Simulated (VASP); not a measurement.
Consider the following.

```
CELL_PARAMETERS angstrom
     11.99952     0.00000     0.00000
      0.00000    11.99952     0.00000
      0.00000     0.00000    11.99952
ATOMIC_POSITIONS crystal
  In 0.49997 0.00038 0.00024
  In 0.74956 0.25010 0.00031
  In 0.74968 0.99976 0.25062
  In 0.00007 0.00014 0.00004
  In 0.25049 0.25051 0.00022
  In 0.49998 0.49990 0.00010
  In 0.74949 0.74956 0.00012
  In 0.25052 0.00022 0.25055
  In 0.50098 0.25376 0.25386
  In 0.74658 0.49930 0.25358
  In 0.50002 0.00007 0.50004
  In 0.74666 0.25357 0.49928
  In 0.74945 0.00021 0.74958
  In 0.99976 0.50001 0.00042
  In 0.25036 0.74981 0.00037
  In 0.00025 0.25050 0.25055
  In 0.25362 0.50107 0.25365
  In 0.49931 0.74660 0.25358
  In 0.99976 0.00015 0.49996
  In 0.25361 0.25358 0.50103
  In 0.74630 0.74626 0.50115
  In 0.25055 0.99978 0.74954
  In 0.49910 0.25350 0.74658
  In 0.74657 0.50057 0.74686
  In 0.99985 0.74985 0.25065
  In 0.00008 0.50007 0.49989
  In 0.25341 0.74663 0.49919
  In 0.00001 0.25045 0.74956
  In 0.25321 0.49939 0.74698
  In 0.50074 0.74664 0.74682
  In 0.00002 0.74971 0.74937
  P  0.62433 0.12620 0.12670
  P  0.87366 0.37554 0.12648
  P  0.87373 0.12635 0.37566
  P  0.12521 0.12520 0.12525
  P  0.37551 0.37544 0.12595
  P  0.62456 0.62458 0.12576
  P  0.87485 0.87489 0.12518
  P  0.37548 0.12585 0.37556
  P  0.61436 0.38611 0.38618
  P  0.87423 0.62472 0.37558
  P  0.62454 0.12582 0.62454
  P  0.87443 0.37546 0.62465
  P  0.87483 0.12515 0.87485
  P  0.12615 0.62447 0.12652
  P  0.37579 0.87391 0.12642
  P  0.12590 0.37546 0.37550
  P  0.38600 0.61431 0.38609
  P  0.62463 0.87424 0.37568
  P  0.12630 0.12617 0.62431
  P  0.38563 0.38612 0.61465
  P  0.61404 0.61393 0.61466
  P  0.87357 0.87384 0.62427
  P  0.37559 0.12626 0.87381
  P  0.62459 0.37516 0.87453
  P  0.87383 0.62439 0.87383
  P  0.12624 0.87394 0.37578
  P  0.12567 0.62467 0.62454
  P  0.37552 0.87426 0.62457
  P  0.12608 0.37572 0.87406
  P  0.37533 0.62473 0.87457
  P  0.62424 0.87396 0.87394
  P  0.12516 0.87486 0.87486
  Fe 0.49990 0.50001 0.50030
```
Cell charge -1.
Starting moments (μB, in the order of the record's atoms In In In In In In In In In In In In In In In In In In In In In In In In In In In In In In In P P P P P P P P P P P P P P P P P P P P P P P P P P P P P): 0.0 0.0 0.0 0.0 0.0 0.0 0.0 0.0 0.0 0.0 0.0 0.0 0.0 0.0 0.0 0.0 0.0 0.0 0.0 0.0 0.0 0.0 0.0 0.0 0.0 0.0 0.0 0.0 0.0 0.0 0.0 0.0 0.0 0.0 0.0 0.0 0.0 0.0 0.0 0.0 0.0 0.0 0.0 0.0 0.0 0.0 0.0 0.0 0.0 0.0 0.0 0.0 0.0 0.0 0.0 0.0 0.0 0.0 0.0 0.0.

Level of theory: HSE06 screened hybrid, VASP's PBE PAW potentials (set 64) (plane waves; VASP 6.6.1). Settings: PREC = Normal, LREAL = Auto, ISYM = 0, NELECT = 262.0, EDIFF = 1E-5, 400 eV cut-off, 1×1×1 Γ-centred mesh, Gaussian smearing of 0.050 eV, potentials In P Fe.

The cell is charged, with a uniform compensating background. The supercell is sampled at Γ alone, which is coarse: total energies, pressure and levels can be off, energies of defects by several tenths of an eV.

**Question.** What does the run give for the cell moment, energy per atom (σ→0)?

**Answer.** 
| Property | Result |
|---|---|
| cell moment | 6.00 μB |
| energy per atom (σ→0) | -4.988 eV/atom |

**Question.** Give the moment on each site (PAW-sphere projection).

**Answer.** 
```
site  moment (μB)
----  -----------
In1          0.02
In2          0.01
In3          0.01
In4          0.01
In5          0.01
In6          0.01
In7          0.01
In8          0.01
In9          0.03
In10         0.03
In11         0.01
In12         0.03
In13         0.01
In14         0.02
In15         0.01
In16         0.01
In17         0.03
In18         0.03
In19         0.02
In20         0.03
In21         0.03
In22         0.01
In23         0.03
In24         0.03
In25         0.01
In26         0.01
In27         0.03
In28         0.01
In29         0.03
In30         0.03
In31         0.01
P32          0.02
P33          0.02
P34          0.02
P35          0.01
P36          0.01
P37          0.01
P38          0.01
P39          0.01
P40          0.07
P41          0.01
P42          0.01
P43          0.01
P44          0.01
P45          0.02
P46          0.02
P47          0.01
P48          0.07
P49          0.01
P50          0.02
P51          0.07
P52          0.07
P53          0.02
P54          0.02
P55          0.01
P56          0.02
P57          0.02
P58          0.01
P59          0.01
P60          0.02
P61          0.01
P62          0.02
P63          0.01
Fe64         3.74
```

Only differences to runs with the same potentials and settings are physical.

The cell is a supercell with a defect, built from InP (zinc blende): Fe_In, charge -1. The cell's shape comes from a PBE relaxation.
